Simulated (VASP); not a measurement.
VASP runs on CuZn (CsCl type) share one base input (PBE GGA, plane waves, VASP's PBE PAW potentials (set 64)) and change the settings named in each case.

### POSCAR
```
CuZn
1
    2.9500000000     0.0000000000     0.0000000000
    0.0000000000     2.9500000000     0.0000000000
    0.0000000000     0.0000000000     2.9500000000
Zn Cu
1 1
Direct
  0.5000000000   0.5000000000   0.5000000000
  0.0000000000   0.0000000000   0.0000000000
```

**KPOINTS**
```
Automatic mesh
0
Gamma
11 11 11
0 0 0
```

**INCAR**
```
SYSTEM  =  CuZn
PREC  =  Accurate; ENCUT  =  400; LREAL  =  .FALSE.
LASPH  =  .TRUE.
EDIFF  =  1E-6; NELM  =  100; ALGO  =  Normal
LMAXMIX  =  4
ISMEAR  =  1; SIGMA  =  0.1
GGA  =  PE
ISIF  =  2
LWAVE  =  .FALSE.; LCHARG  =  .FALSE.
```

POTCAR, in this order: Zn Cu (PBE.64 set). Program: vasp_std.

```csv
change,E(σ→0) (eV/atom),pressure (GPa),−TS (eV)
base run,-2.5073,1.37,0.0003
"LDAU = .TRUE., LDAUJ = 0 0, LDAUL = 2 2, LDAUTYPE = 2, LDAUU = 1.0 1.0",-2.2673,0.75,0.0001
"LDAU = .TRUE., LDAUJ = 0 0, LDAUL = 2 2, LDAUTYPE = 2, LDAUU = 2.0 2.0",-2.0381,0.23,-0.0002
"LDAU = .TRUE., LDAUJ = 0 0, LDAUL = 2 2, LDAUTYPE = 2, LDAUU = 3.0 3.0",-1.8200,-0.72,-0.0005
"LDAU = .TRUE., LDAUJ = 0 0, LDAUL = 2 2, LDAUTYPE = 2, LDAUU = 4.0 4.0",-1.6128,-1.15,-0.0005
"LDAU = .TRUE., LDAUJ = 0 0, LDAUL = 2 2, LDAUTYPE = 2, LDAUU = 5.0 5.0",-1.4165,-1.55,-0.0003
"LDAU = .TRUE., LDAUJ = 0 0, LDAUL = 2 2, LDAUTYPE = 2, LDAUU = 6.0 6.0",-1.2312,-2.12,0.0000
"LDAU = .TRUE., LDAUJ = 0 0, LDAUL = 2 2, LDAUTYPE = 2, LDAUU = 8.0 8.0",-0.8930,-3.40,0.0002
"LDAU = .TRUE., LDAUJ = 0 0, LDAUL = 2 2, LDAUTYPE = 2, LDAUU = 5.0 5.0, LMAXMIX = 2",-1.4165,-1.56,-0.0003
```
 Energies of different potentials or functionals have different zeros.

Left out are runs that ran out of time, are held back, or changed the cell or the kind of run, fixed moments of cells without a moment, rows past the twelfth, gaps on odd meshes, pressures of charged cells and columns that move by less than the noise.

The compound is CuZn in the CsCl type structure. The cell was not relaxed at this level. The electron count is odd and the run is not spin-polarised, which forces a metal.
